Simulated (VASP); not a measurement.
Output of a VASP run:

File OUTCAR:
```
 ion  position               nearest neighbor table
   1  0.500  0.500  0.500-   2 2.40   2 2.40   2 2.40   2 2.40   2 2.40   2 2.40   2 2.40   2 2.40
  LATTYP: Found a simple cubic cell.
 ALAT       =     2.7670236681
 Subroutine PRICEL returns:
 Original cell was already a primitive cell.
 Subroutine GETGRP returns: Found 48 space group operations
The static configuration has the point symmetry O_h .
The dynamic configuration has the point symmetry O_h .
 Subroutine INISYM returns: Found 48 space group operations
 Subroutine IBZKPT returns following result:
 Found     84 irreducible k-points:

 Following reciprocal coordinates:
            Coordinates               Weight
  0.000000  0.000000  0.000000      1.000000
  0.076923  0.000000  0.000000      6.000000
  0.153846  0.000000  0.000000      6.000000
  0.230769  0.000000  0.000000      6.000000
  0.307692  0.000000  0.000000      6.000000
  0.384615  0.000000  0.000000      6.000000
  0.461538  0.000000  0.000000      6.000000
  0.076923  0.076923  0.000000     12.000000
  0.153846  0.076923  0.000000     24.000000
  0.230769  0.076923  0.000000     24.000000
  0.307692  0.076923  0.000000     24.000000
  0.384615  0.076923  0.000000     24.000000
  0.461538  0.076923  0.000000     24.000000
  0.153846  0.153846  0.000000     12.000000
  0.230769  0.153846  0.000000     24.000000
  0.307692  0.153846  0.000000     24.000000
  0.384615  0.153846  0.000000     24.000000
  0.461538  0.153846  0.000000     24.000000
  0.230769  0.230769  0.000000     12.000000
  0.307692  0.230769  0.000000     24.000000
  0.384615  0.230769  0.000000     24.000000
  0.461538  0.230769  0.000000     24.000000
  0.307692  0.307692  0.000000     12.000000
  0.384615  0.307692  0.000000     24.000000
  0.461538  0.307692  0.000000     24.000000
  0.384615  0.384615  0.000000     12.000000
  0.461538  0.384615  0.000000     24.000000
  0.461538  0.461538  0.000000     12.000000
  0.076923  0.076923  0.076923      8.000000
  0.153846  0.076923  0.076923     24.000000
  0.230769  0.076923  0.076923     24.000000
  0.307692  0.076923  0.076923     24.000000
  0.384615  0.076923  0.076923     24.000000
  0.461538  0.076923  0.076923     24.000000
  0.153846  0.153846  0.076923     24.000000
  0.230769  0.153846  0.076923     48.000000
  0.307692  0.153846  0.076923     48.000000
  0.384615  0.153846  0.076923     48.000000
  0.461538  0.153846  0.076923     48.000000
  0.230769  0.230769  0.076923     24.000000
   k-points           NKPTS =     84   k-points in BZ     NKDIM =     84   number of bands    NBANDS=     10
   number of dos      NEDOS =    301   number of ions     NIONS =      2
   total plane-waves  NPLWV =  13824
   dimension x,y,z NGX =    24 NGY =   24 NGZ =   24
   dimension x,y,z NGXF=    48 NGYF=   48 NGZF=   48
   ions per type =               1   1
   PREC   = accura    normal or accurate (medium, high low for compatibility)
   ISTART =      0    job   : 0-new  1-cont  2-samecut
   ICHARG =      2    charge: 1-file 2-atom 10-const
   ISPIN  =      1    spin polarized calculation?
   LNONCOLLINEAR =      F non collinear calculations
   LSORBIT =      F    spin-orbit coupling
   INIWAV =      1    electr: 0-lowe 1-rand  2-diag
   ENCUT  =  520.0 eV  38.22 Ry    6.18 a.u.   5.14  5.14  5.14*2*pi/ulx,y,z
   NELM   =    100;   NELMIN=  2; NELMDL= -5     # of ELM steps
   EDIFF  = 0.1E-06   stopping-criterion for ELM
   LREAL  =      F    real-space projection
   NLSPLINE    = F    spline interpolate recip. space projectors
   LMAXMIX     =    4 max onsite mixed and CHGCAR
   VOSKOWN=      0    Vosko Wilk Nusair interpolation
   EDIFFG = 0.1E-05   stopping-criterion for IOM
   NSW    =      0    number of steps for IOM
   NBLOCK =      1;   KBLOCK =      1    inner block; outer block
   IBRION =     -1    ionic relax: 0-MD 1-quasi-New 2-CG
   NFREE  =      0    steps in history (QN), initial steepest desc. (CG)
...
```

**OSZICAR**
```
       N       E                     dE             d eps       ncg     rms          rms(c)
DAV:   1     0.371028086201E+02    0.37103E+02   -0.55606E+03  1704   0.134E+03
DAV:   2    -0.139228157786E+02   -0.51026E+02   -0.48381E+02  1694   0.198E+02
DAV:   3    -0.153457172878E+02   -0.14229E+01   -0.14056E+01  1932   0.432E+01
DAV:   4    -0.153721122842E+02   -0.26395E-01   -0.26384E-01  2030   0.530E+00
DAV:   5    -0.153728389548E+02   -0.72667E-03   -0.72665E-03  1962   0.894E-01    0.131E+01
DAV:   6    -0.173547706930E+02   -0.19819E+01   -0.62672E+01  1874   0.125E+02    0.157E+01
DAV:   7    -0.137375137874E+02    0.36173E+01   -0.27834E+01  1856   0.793E+01    0.206E+00
DAV:   8    -0.137135668670E+02    0.23947E-01   -0.20872E-01  1774   0.419E+00    0.121E+00
DAV:   9    -0.136965236440E+02    0.17043E-01   -0.47148E-02  2054   0.303E+00    0.308E-01
DAV:  10    -0.136960568794E+02    0.46676E-03   -0.11040E-03  2200   0.507E-01    0.153E-01
DAV:  11    -0.136960396611E+02    0.17218E-04   -0.26398E-05  2002   0.507E-02    0.162E-02
DAV:  12    -0.136960349425E+02    0.47187E-05   -0.15242E-05  2012   0.587E-02    0.616E-03
DAV:  13    -0.136960348784E+02    0.64060E-07   -0.50937E-07  1818   0.701E-03
   1 F= -.13696035E+02 E0= -.13695846E+02  d E =-.567039E-03
```

File OUTCAR:
```
------------------------ aborting loop because EDIFF is reached ----------------------------------------
  FORCE on cell =-STRESS in cart. coord.  units (eV):
  Direction    XX          YY          ZZ          XY          YZ          ZX
  --------------------------------------------------------------------------------------
  Total        0.8912542      0.8912542      0.8912542     -0.0000000     -0.0000000     -0.0000000
  in kB       67.4021182     67.4021182     67.4021182     -0.0000000     -0.0000000     -0.0000000
  external PRESSURE =      67.4021182 kB  Pullay stress =       0.0000000 kB
  volume of cell :       21.19
      direct lattice vectors                 reciprocal lattice vectors
     2.767023668  0.000000000  0.000000000     0.361399149  0.000000000  0.000000000
     0.000000000  2.767023668  0.000000000     0.000000000  0.361399149  0.000000000
     0.000000000  0.000000000  2.767023668     0.000000000  0.000000000  0.361399149
 POSITION                                       TOTAL-FORCE (eV/Angst)
 -----------------------------------------------------------------------------------
      1.38351      1.38351      1.38351         0.000000      0.000000      0.000000
      0.00000      0.00000      0.00000         0.000000      0.000000      0.000000
 -----------------------------------------------------------------------------------
    total drift:                                0.000000      0.000000      0.000000
  FREE ENERGIE OF THE ION-ELECTRON SYSTEM (eV)
  ---------------------------------------------------
  free  energy   TOTEN  =       -13.6960348784 eV

  energy  without entropy=      -13.6954678390  energy(sigma->0) =      -13.69584587
```
(Selected blocks of OUTCAR.)

POSCAR:
```
CoAl
1
    2.7670236681     0.0000000000     0.0000000000
    0.0000000000     2.7670236681     0.0000000000
    0.0000000000     0.0000000000     2.7670236681
Al Co
1 1
Direct
  0.5000000000   0.5000000000   0.5000000000
  0.0000000000   0.0000000000   0.0000000000
```

### Question
Write an INCAR and KPOINTS that could have produced this output.

### Answer
This is not unique; one that fits is the input of the run itself, LDA (Ceperley-Alder, Perdew-Zunger), plane waves, VASP's LDA PAW potentials (set 64).

KPOINTS:
```
kpoints
0
G
13 13 13
```

INCAR:
```
ALGO=Normal
EDIFF=1E-7
ENCUT=520
ISIF=2
ISMEAR=1
LASPH=.TRUE.
LCHARG=.FALSE.
LMAXMIX=4
LREAL=.FALSE.
LWAVE=.FALSE.
NELM=100
PREC=Accurate
SIGMA=0.1
SYSTEM=CoAl
```

POTCAR, in this order: Al Co (LDA.64 set). Program: vasp_std.

The compound is CoAl in the CsCl type structure. This cell is one point of a volume scan, at 0.97 of the reference volume. The run is not spin-polarised, so no magnetic state was tried.
